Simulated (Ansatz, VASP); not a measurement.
**Cross-check of Sn between VASP and Ansatz**

One calculation is typed for both programs; each brings its own data sets. How far apart do they land? The cell is taken from a series of runs on this material, whose earlier steps may have relaxed, scaled, displaced or heated it; both programs get it as it stands.

Method: plane waves, with VASP 6.6.1 beside it; relaxation of cell and atoms at PBEsol and zone-centre phonons at PBEsol, in Ansatz 0.2.0.

### 1. Set-up

The structure is cubic, space group Fd-3m (No. 227). The conventional cell has a = 6.540 Å, b = 6.540 Å, c = 6.540 Å, α = 90.00°, β = 90.00°, γ = 90.00°. Nearest to Sn lie 4 Sn at 2.83 Å.

Structure file:

```xyz
2
Lattice="0.0000 3.2700 3.2700 3.2700 0.0000 3.2700 3.2700 3.2700 0.0000" Properties=species:S:1:pos:R:3 pbc="T T T"
Sn    0.0000    0.0000    0.0000
Sn    1.6350    1.6350    1.6350
```

### 2. VASP: relaxation of cell and atoms, PBEsol

The relaxed volume is the usual yardstick between codes: in a stiff, nearly cubic crystal its relative difference is about their pressure difference at one cell divided by the bulk modulus.

Lines of VASP's logs that name or quote its potential files are left out, and so is its time.

The input, INCAR:

```
SYSTEM = Sn
PREC = Accurate
ENCUT = 500
EDIFF = 1E-07
NELM = 120
ISMEAR = 1
SIGMA = 0.2
LREAL = .FALSE.
ALGO = Normal
GGA = PS
NBANDS = 20
LORBIT = 11
LWAVE = .FALSE.
LCHARG = .FALSE.
ISIF = 3
IBRION = 2
NSW = 80
EDIFFG = -0.005
LASPH = .TRUE.
GGA_COMPAT = .FALSE.
NELMIN = 4
KPAR = 2
```

The input, POSCAR:

```
Sn
1.0
    0.0000000000      3.2699750000      3.2699750000
    3.2699750000      0.0000000000      3.2699750000
    3.2699750000      3.2699750000      0.0000000000
Sn
2
Direct
    0.0000000383      0.0000000383      0.0000001912
    0.2500000383      0.2500000383      0.2500001912
```

The input, KPOINTS:

```
Automatic mesh
0
Gamma
14 14 14
0 0 0
```

The projector-augmented-wave data sets are Sn_d (PBE family, release 64).

Started as:

```console
mpirun -np 2 vasp_std
```

Numbers of over 12 decimals in the logs are rounded to 6 here.

Output:

```text
[banner, memory and clock lines left out]
running    2 mpi-ranks, on    1 nodes
 distrk:  each k-point on    1 cores,    2 groups
 distr:  one band on    1 cores,    1 groups

 POSCAR found type information on POSCAR Sn
 POSCAR found :  1 types and       2 ions
|                                                                             |
|               ----> ADVICE to this user running VASP <----                  |
|                                                                             |
|     You enforced a specific xc type in the INCAR file but a different       |
|     [... a line on the potential file left out ...]
|     I HOPE YOU KNOW WHAT YOU ARE DOING!                                     |
|                                                                             |

 LDA part: xc-table for (Slater+PW92), standard interpolation
 POSCAR, INCAR and KPOINTS ok, starting setup
 FFT: planning ... GRIDC
 FFT: planning ... GRID_SOFT
 FFT: planning ... GRID
 WAVECAR not read
 entering main loop
       N       E                     dE             d eps       ncg     rms          rms(c)
DAV:   1     0.219366181924E+03    0.21937E+03   -0.14298E+04  4196   0.194E+03
DAV:   2     0.146692244873E+02   -0.20470E+03   -0.20097E+03  4184   0.442E+02
DAV:   3    -0.779420417485E+01   -0.22463E+02   -0.22315E+02  4792   0.141E+02
DAV:   4    -0.853382175449E+01   -0.73962E+00   -0.73911E+00  4724   0.286E+01
DAV:   5    -0.856441846473E+01   -0.30597E-01   -0.30596E-01  5932   0.542E+00    0.317E+00
DAV:   6    -0.849708558954E+01    0.67333E-01   -0.43381E-02  5616   0.283E+00    0.179E+00
DAV:   7    -0.846469113540E+01    0.32394E-01   -0.52018E-02  4760   0.259E+00    0.164E-01
DAV:   8    -0.846561101379E+01   -0.91988E-03   -0.67974E-03  4540   0.988E-01    0.551E-02
DAV:   9    -0.846588592865E+01   -0.27491E-03   -0.35114E-04  4788   0.130E-01    0.102E-02
DAV:  10    -0.846589405059E+01   -0.81219E-05   -0.18749E-05  5392   0.414E-02    0.530E-03
DAV:  11    -0.846589583425E+01   -0.17837E-05   -0.30997E-06  3968   0.102E-02    0.762E-04
DAV:  12    -0.846589582006E+01    0.14183E-07   -0.92622E-08  3968   0.252E-03
   1 F= -.84658958E+01 E0= -.84658612E+01  d E =-.846590E+01
 curvature:   0.00 expect dE= 0.000E+00 dE for cont linesearch  0.000E+00
 trial: gam= 0.00000 g(F)=  0.183E-43 g(S)=  0.648E-04 ort = 0.000E+00 (trialstep = 0.100E+01)
 search vector abs. value=  0.648E-04
 bond charge predicted
       N       E                     dE             d eps       ncg     rms          rms(c)
DAV:   1    -0.846736261141E+01   -0.14668E-02   -0.30305E-02  4828   0.280E+00    0.202E-01
DAV:   2    -0.846619222806E+01    0.11704E-02   -0.19740E-03  5404   0.725E-01    0.904E-02
DAV:   3    -0.846592675059E+01    0.26548E-03   -0.78267E-04  5580   0.433E-01    0.128E-02
DAV:   4    -0.846591775993E+01    0.89907E-05   -0.34656E-05  4668   0.716E-02    0.369E-03
DAV:   5    -0.846591758763E+01    0.17229E-06   -0.18213E-06  5612   0.136E-02    0.157E-03
DAV:   6    -0.846591775323E+01   -0.16560E-06   -0.18068E-07  3128   0.537E-03    0.795E-04
DAV:   7    -0.846591790791E+01   -0.15468E-06   -0.22305E-08  2332   0.124E-03    0.155E-04
DAV:   8    -0.846591797624E+01   -0.68333E-07   -0.14789E-08  2312   0.183E-03
   2 F= -.84659180E+01 E0= -.84658802E+01  d E =-.221562E-04
 trial-energy change:   -0.000022  1 .order   -0.000026   -0.000065    0.000014
 step:   0.7814(harm=  0.8264)  dis= 0.00000  next Energy=    -8.465920 (dE=-0.237E-04)
 reached required accuracy - stopping structural energy minimisation
```

From OUTCAR (step 2):

```text
ion  position               nearest neighbor table
   1  0.000  0.000  0.000-   2 2.83   2 2.83   2 2.83   2 2.83
   2  0.250  0.250  0.250-   1 2.83   1 2.83   1 2.83   1 2.83

  LATTYP: Found a face centered cubic cell.
 ALAT       =     6.5399500000

 Subroutine GETGRP returns: Found 48 space group operations
 (whereof 24 operations were pure point group operations)

The static configuration has the point symmetry T_d .
 The point group associated with its full space group is O_h .

 Found    104 irreducible k-points:

   k-points           NKPTS =    104   k-points in BZ     NKDIM =    104   number of bands    NBANDS=     20

   dimension x,y,z NGX =    36 NGY =   36 NGZ =   36
   dimension x,y,z NGXF=    72 NGYF=   72 NGZF=   72

   ENCUT  =  500.0 eV  36.75 Ry    6.06 a.u.   8.43  8.43  8.43*2*pi/ulx,y,z

   NELECT =      28.0000    total number of electrons

 k-points in reciprocal lattice and weights: Automatic mesh
   0.00000000  0.00000000  0.00000000       0.000
   0.07142857  0.00000000  0.00000000       0.003
   0.14285714  0.00000000  0.00000000       0.003
   0.21428571  0.00000000  0.00000000       0.003
   0.28571429  0.00000000  0.00000000       0.003
   0.35714286  0.00000000  0.00000000       0.003
   0.42857143  0.00000000  0.00000000       0.003
   0.50000000  0.00000000  0.00000000       0.001
   0.07142857  0.07142857  0.00000000       0.002
[...]
-0.28571429  0.42857143  0.21428571       0.009
  -0.28571429  0.50000000  0.21428571       0.004

 average (electrostatic) potential at core
       1-101.5129       2-101.5129

 E-fermi :   5.2637

 k-point     1 :       0.0000    0.0000    0.0000
  band No.  band energies     occupation
    ...
      8     -15.9384      2.00000
      9     -15.9313      2.00000
     10     -15.9313      2.00000
     11      -5.2234      2.00000
     12       4.4304      2.00000
     13       5.3547      0.31112
     14       5.3547      0.31112
     15       5.3547      0.31112
     16       7.4157     -0.00000
     17       7.4157     -0.00000
    ...

 k-point     2 :       0.0714    0.0000    0.0000
  band No.  band energies     occupation
    ...
     10     -15.9209      2.00000
     11      -5.1749      2.00000
     12       3.7921      2.00000
     13       5.2512      1.10563
     14       5.2512      1.10562
     15       5.6700     -0.01443
     16       7.5487     -0.00000
     17       7.5487     -0.00000
     18       7.6082     -0.00000
     19      10.3903      0.00000
    ...

 k-point     3 :       0.1429    0.0000    0.0000
  band No.  band energies     occupation
    ...
     10     -15.9094      2.00000
     11      -5.0307      2.00000
     12       2.7695      2.00000
     13       5.0133      2.07069
     14       5.0133      2.07069
     15       5.7686     -0.00208
     16       7.8555     -0.00000
     17       7.8555     -0.00000
     18       8.2418     -0.00000
     19      11.0415      0.00000
    ...

  Total        0.0062883      0.0062883      0.0062883      0.0000000      0.0000000     -0.0000000
  in kB        0.1443843      0.1443843      0.1443843      0.0000000      0.0000000     -0.0000000
  external PRESSURE =       0.1443843 kB  Pullay stress =       0.0000000 kB

  energy-cutoff  :      500.00
  volume of cell :       69.78
      direct lattice vectors                 reciprocal lattice vectors
    -0.000000000  3.267614294  3.267614294    -0.153016836  0.153016836  0.153016836
     3.267614294  0.000000000  3.267614294     0.153016836 -0.153016836  0.153016836
     3.267614294  3.267614294 -0.000000000     0.153016836  0.153016836 -0.153016836

 POSITION                                       TOTAL-FORCE (eV/Angst)
 -----------------------------------------------------------------------------------
      0.00000      0.00000      0.00000        -0.000000      0.000000     -0.000000
      1.63381      1.63381      1.63381         0.000000     -0.000000      0.000000
 -----------------------------------------------------------------------------------
    total drift:                               -0.000359     -0.000359      0.000090

  FREE ENERGIE OF THE ION-ELECTRON SYSTEM (eV)
  ---------------------------------------------------
  free  energy   TOTEN  =        -8.4659179762 eV

  energy  without entropy=       -8.4658046404  energy(sigma->0) =       -8.46588020

 reached required accuracy - stopping structural energy minimisation

 total charge
# of ion       s       p       d       tot
------------------------------------------
    1        1.166   1.191   9.968  12.324
    2        1.166   1.191   9.968  12.324
--------------------------------------------------
tot          2.331   2.381  19.936  24.649

[... 3 further parts left out ...]
```

CONTCAR:

```
Sn
   1.00000000000000
    -0.0000000000000000    3.2676142944120752    3.2676142944120752
     3.2676142944120752    0.0000000000000000    3.2676142944120752
     3.2676142944120752    3.2676142944120752   -0.0000000000000000
  Sn
     2
Direct
     0.0000000383000014    0.0000000383000014    0.0000001912000016
     0.2500000383000014    0.2500000383000014    0.2500001912000016
```

The run keeps the 48 symmetry operations of its start, so it cannot find a distortion of lower symmetry.

### 3. Ansatz: relaxation of cell and atoms, PBEsol

Ansatz runs on its default PAW (the set named soft_2) files.

The same cell, functional, mesh and smearing now go to Ansatz, which takes its cutoff from its data sets.

The input, input.yaml:

```yaml
crystal:
  lattice:
    - [0.0, 3.2699750145, 3.2699750145]
    - [3.2699750145, 0.0, 3.2699750145]
    - [3.2699750145, 3.2699750145, 0.0]
  atoms:
    - { symbol: Sn, position: [0.0, 0.0, 0.0] }
    - { symbol: Sn, position: [0.25, 0.25, 0.25] }
kpoints:
  mp_grid: { grid: [14, 14, 14] }
hamiltonian:
  xc: pbesol
scf:
  occupations: { method: methfessel_paxton, width: 0.2 }
output:
  forces: true
  stress: true
  eigenvalues: true
relax:
  adjacent_minimum: "off"
  f_tol: 0.001
  max_steps: 60
  cell: { stress_tol: 0.01 }
```

Started as:

```console
ansatz run input.yaml --threads 4 --pin off --max-ram 14336MiB --backend cpu --events-out ev --progress --plain --runs-dir out
```

Output:

```text
Engine: ansatz 0.2.0, aarch64-unknown-linux-gnu
Pseudopotentials: kind: paw
Pseudopotential: Sn, paw, valence charge 14, recommended cutoff 420 eV (normal), Sn.paw.azcp
Functional definition: PBEsol
  exchange = pbesol_x
  correlation = pbesol_c
Crystal: 2 atoms, lattice volume = 69.930 Å³
Basis set: ecut = 420 eV, 1363 PW (Γ), exchange–correlation on 64×64×64 points (8 copies of the dense FFT grid, shifted against one another)
Bands: 18, of which v1, the nominal top of the filled ones, is band 14 counted from 1 (13 counted from 0)
Symmetry: 48 space group operations
Space group: Fd-3m (ITA 227), of the structure as read, at distance tolerance 4.1e-5 Å
k-points: 104 of 2744
Non-local potential: Sn, projectors of the file, l = 0: 2, l = 1: 2, l = 2: 2, l = 3: 2
PAW form: soft (Blöchl's): semilocal exchange-correlation on the pseudo side does not see the compensation charge
PAW frozen core: Sn, regenerated for the run's functional, and the local potential with it (the file was generated under x = pbe(κ = 0.804, μ = 0.219515), c = pbe(β = 0.066725))
PAW one-centre angular grid: Sn, 590 points (default); XC on 64 Gauss nodes
Initial density: superposition of atomic densities (neutral atoms: chi_scale 0, normalization atom), corrected by the library's trained network
Initial wavefunctions: pseudopotential atomic-orbital guess
Functional: x = pbesol(κ = 0.804, μ = 0.123457), c = pbesol(β = 0.046)
SCF iter   1: F=—  HF=-11899.510691 eV  |F-HF|=—  |Δ(HF+E_count)|=         —  Δρ=2.48e-3  dr2=4.74e-3  ethr=1.77e-3  ⟨swp⟩=5.4  Hψ=9324  notcnv=0
preconditioner: auto → Kerker (q_TF=auto, 2.342 Å⁻¹)  [metal: Δε(μ)=0.041 eV  Ē_g=19.924 eV  σ=0.200 eV  W_gap=0.17  n_scr=14 (ndim 8)  ℏωp=23.5 eV  f_vac=0.099  D(μ)=0.15/eV (n_scr^D=0)]
SCF iter   2: F=—  HF=-11899.507918 eV  |F-HF|=—  |Δ(HF+E_count)|=   2.77e-3  S|Δr|=    0.00e0  Δρ=1.49e-3  dr2=2.31e-3  ethr=1.69e-5  ⟨swp⟩=1.2  Hψ=2881  notcnv=0
SCF iter   3: F=—  HF=-11899.507731 eV  |F-HF|=—  |Δ(HF+E_count)|=   1.87e-4  S|Δr|=    0.00e0  Δρ=5.53e-4  dr2=3.23e-4  ethr=8.25e-6  ⟨swp⟩=2.0  Hψ=3329  notcnv=0
SCF iter   4: F=—  HF=-11899.507875 eV  |F-HF|=—  |Δ(HF+E_count)|=   1.43e-4  S|Δr|=    0.00e0  Δρ=5.24e-4  dr2=2.31e-4  ethr=1.15e-6  ⟨swp⟩=2.0  Hψ=3329  notcnv=0
SCF iter   5: F=—  HF=-11899.507830 eV  |F-HF|=—  |Δ(HF+E_count)|=   4.45e-5  S|Δr|=    0.00e0  Δρ=9.00e-5  dr2=4.35e-6  ethr=8.25e-7  ⟨swp⟩=2.0  Hψ=3329  notcnv=0
SCF iter   6: F=—  HF=-11899.507839 eV  |F-HF|=—  |Δ(HF+E_count)|=   8.26e-6  S|Δr|=    0.00e0  Δρ=1.78e-5  dr2=2.02e-7  ethr=1.55e-8  ⟨swp⟩=2.0  Hψ=3341  notcnv=0
SCF iter   7: F=-11899.507839 eV  HF=-11899.507839 eV  |F-HF|=2.08e-8  |Δ(HF+E_count)|=   4.50e-7  S|Δr|=    0.00e0  Δρ=2.82e-6  dr2=5.86e-9  ethr=3.57e-10  ⟨swp⟩=7.0  Hψ=8733  notcnv=0
SCF 1 converged in 7 iterations: F = -11899.507839 eV  dr2 = 5.86e-9
  greatest PAW one-centre occupation: 0.991 electrons in one spin orbital (limit 2), on the Sn atom at site 1 (counted from 0), in its partial waves of l = 2
relax step   1: F+E_penalty+E_count = -11899.50783901 eV  Δ(F+E_penalty+E_count) = +0.000e0 eV  max|allowed force component| = 4.626e-18 eV/Å  Δτ_max = 0.0000 Å  P = -0.005 GPa  Ω = 69.930 Å³  (7 SCF iters, dr2 threshold 1.00e-7 eV, accepted)
Initial density: handed on by an earlier stage of this run
Initial wavefunctions: pseudopotential atomic-orbital guess (no wavefunctions were taken with the density)
iter 1 solved again at ethr=3.50e-7 eV; its pass at ethr=3.10e-3 eV (dr2=9.80e-5 eV) is discarded
SCF iter   1: F=—  HF=-11899.507838 eV  |F-HF|=—  |Δ(HF+E_count)|=         —  Δρ=3.41e-6  dr2=6.77e-9  ethr=3.50e-7  ⟨swp⟩=2.5  Hψ=13760  notcnv=0
eigensolver tolerance schedule: the retry pair's looser diagonalisation over-reported the residual by 14472.36 of it (diagonalisation noise at an unbounded share of the residual, at the tolerance the schedule requests for it); recorded, not acted on — ethr = c·dr2/N_el stays at c = 1.0e-1
preconditioner: auto → Kerker (q_TF=auto, 2.342 Å⁻¹)  [metal: Δε(μ)=0.038 eV  Ē_g=19.996 eV  σ=0.200 eV  W_gap=0.16  n_scr=14 (ndim 8)  ℏωp=23.5 eV  f_vac=0.086  D(μ)=0.15/eV (n_scr^D=0)]
SCF iter   2: F=—  HF=-11899.507839 eV  |F-HF|=—  |Δ(HF+E_count)|=   7.47e-7  S|Δr|=    0.00e0  Δρ=1.85e-6  dr2=3.11e-9  ethr=2.42e-11  ⟨swp⟩=3.9  Hψ=4859  notcnv=0
SCF iter   3: F=—  HF=-11899.507839 eV  |F-HF|=—  |Δ(HF+E_count)|=   6.79e-9  S|Δr|=    0.00e0  Δρ=1.31e-6  dr2=1.71e-9  ethr=1.11e-11  ⟨swp⟩=2.0  Hψ=2136  notcnv=0
SCF iter   4: F=—  HF=-11899.507839 eV  |F-HF|=—  |Δ(HF+E_count)|=   6.91e-9  S|Δr|=    0.00e0  Δρ=3.19e-7  dr2=1.43e-10  ethr=6.10e-12  ⟨swp⟩=2.0  Hψ=2299  notcnv=0
SCF iter   5: F=—  HF=-11899.507839 eV  |F-HF|=—  |Δ(HF+E_count)|=  2.00e-11  S|Δr|=    0.00e0  Δρ=1.14e-7  dr2=8.81e-12  ethr=5.10e-13 (applied; sched 1.00e-12)  ⟨swp⟩=2.0  Hψ=3329  notcnv=0
SCF iter   6: F=—  HF=-11899.507839 eV  |F-HF|=—  |Δ(HF+E_count)|=  7.28e-12  S|Δr|=    0.00e0  Δρ=5.91e-8  dr2=1.39e-12  ethr=3.15e-14 (applied; sched 1.00e-12)  ⟨swp⟩=3.0  Hψ=3346  notcnv=0
SCF iter   7: F=-11899.507839 eV  HF=-11899.507839 eV  |F-HF|=0.00e0  |Δ(HF+E_count)|=  7.28e-12  S|Δr|=    0.00e0  Δρ=1.26e-8  dr2=5.84e-14  ethr=1.00e-12  ⟨swp⟩=5.3  Hψ=7493  notcnv=0
SCF 2 converged in 7 iterations: F = -11899.507839 eV  dr2 = 5.84e-14
relax step   2: F+E_penalty+E_count = -11899.50783901 eV  Δ(F+E_penalty+E_count) = -3.511e-9 eV  max|allowed force component| = 4.626e-18 eV/Å  Δτ_max = 0.0000 Å  P = -0.005 GPa  Ω = 69.930 Å³  stress off target by 5.20e-3 GPa  SCF on the basis re-selected at this cell (its energy is not comparable with the rows above)  (7 SCF iters)
basis re-selected at this cell: Δ(F+E_penalty+E_count) = -3.511e-9 eV, ΔP = +0.000 GPa vs the last step (what re-selecting the basis moved, of the pressure what is left beyond the Pulay correction that the steps carried, after the strain that the cell walked since its last selection, with what the two solves' SCF thresholds leave and, on support functions, any second-order correction that the steps lacked; it is no m [...]
SCF converged after 7 iterations
Stability not checked: this state was not tested for a lower state beside it, because cold or Methfessel-Paxton smearing, or corrected tetrahedra, fill the levels in a way that the test cannot read (fill_not_monotonic; see scf.lower_state_search)
Free energy (F): -11899.507839 eV
Harris-Foulkes:  -11899.507839 eV  (|F-HF|=0.00e0)
Internal energy: -11899.507735 eV  (E = F + TS)
E sigma→0 (E₀):  -11899.507813 eV
Entropy (-TS):   -0.000104 eV (-0.052 meV/atom)
Fermi energy:    7.378786 eV
--- Per-component energies (eV) ---
  E_band       = -258.127650
  E_kinetic    = 374.985421
  E_local      = -2333.232999  (includes V_loc(G=0)·N_el)
  E_nonlocal   = -60.442310
  E_hartree    = 1333.564812
  E_xc         = -757.332035
  E_vxc        = -192.604538  (∫ρ·V_xc dr)
  E_paw        = -8132.935186  (= ΣΔE_a)
  E_vpaw       = -713.962839  (= ΣTr[D̂ρ^β])
  E_aug_tail   = -0.000001  (compensation charges beyond the density's cutoff)
  E_ewald      = -2324.685116
  E_core_change = 0.569680  (= ΣΔE_core)
  E_smearing   = -0.000104  (= −TS)
  E_closure    = 0.000000  (closes the sum)
  Σ components = -11899.507839   (vs F -11899.507839, Δ=0.00e0)
--- Forces (eV/Å), atoms counted from 1 ---
  atom   1  Sn     0.00000000    -0.00000000     0.00000000
  atom   2  Sn     0.00000000    -0.00000000     0.00000000
  max |Σ_I F_I| component: 4.63e-17 eV/Å
--- Stress (GPa, compression-positive) ---
       -0.005201       0.000000      -0.000000
        0.000000      -0.005201       0.000000
        0.000000      -0.000000      -0.005201
  P = ⅓ Tr σ = -0.0052 GPa (-0.052 kbar)
--- Band table (eV; the first three rows and the last of 104) ---
  k-point 0: bands = [... 10 lower, -3.0921, 6.5327, 7.4709, 7.4709, 7.4709, 9.5311, 9.5311, 9.5311]
  k-point 1: bands = [... 10 lower, -3.0437, 5.9006, 7.3678, 7.3678, 7.7815, 9.6637, 9.6637, 9.7226]
  k-point 2: bands = [... 10 lower, -2.8998, 4.8825, 7.1306, 7.1306, 7.8798, 9.9697, 9.9697, 10.3533]
  k-point 103: bands = [... 10 lower, -0.0176, -0.0176, 4.4427, 4.4427, 10.3331, 10.3331, 11.7679, 11.7679]
--- Relaxed structure (1 steps of the walk, 1 accepted, 1 SCFs on fresh bases) ---
  F+E_penalty+E_count = -11899.50783901 eV   max|allowed force component| = 4.626e-18 eV/Å   (the final SCF, on the basis selected at the relaxed cell)
  cell:  # Å, volume = 69.9300 Å³
    - [0.0, 3.2699750145, 3.2699750145]
    - [3.2699750145, 0.0, 3.2699750145]
    - [3.2699750145, 3.2699750145, 0.0]
  atoms:
    - { symbol: Sn, position: [0.0, 0.0, 0.0] }
    - { symbol: Sn, position: [0.250000, 0.250000, 0.250000] }
```

### 4. Comparison

Known differences besides the potentials themselves: the cutoff is 420 eV in Ansatz and 500 eV in VASP; Ansatz makes its cores anew for this functional, VASP keeps those of its PBE data sets; Ansatz adds a Pulay correction to the stress that steers its cell, VASP none. Total energies have different zeros and are not compared.

Both answers:

```
                                         quantity  Ansatz   VASP  difference
                                      volume (Å³)   69.93  69.78     +0.22 %
edge a after relaxation, in the typed setting (Å)   4.624  4.621     +0.07 %
```

(Continued in part 2 of 2.)

[Lines on the potential files, build, host, timing and source positions are cut from VASP's logs without a mark.]

[Logs are printed without paths, hosts, clocks, repeated set-up lines and the standing remarks that a program may print on its own settings, such as how far it seeks lower states.]

[Hosts, paths, dates, database ids (printed as entryN), source tags and the programs' standing remarks are cut or masked in the printed files.]
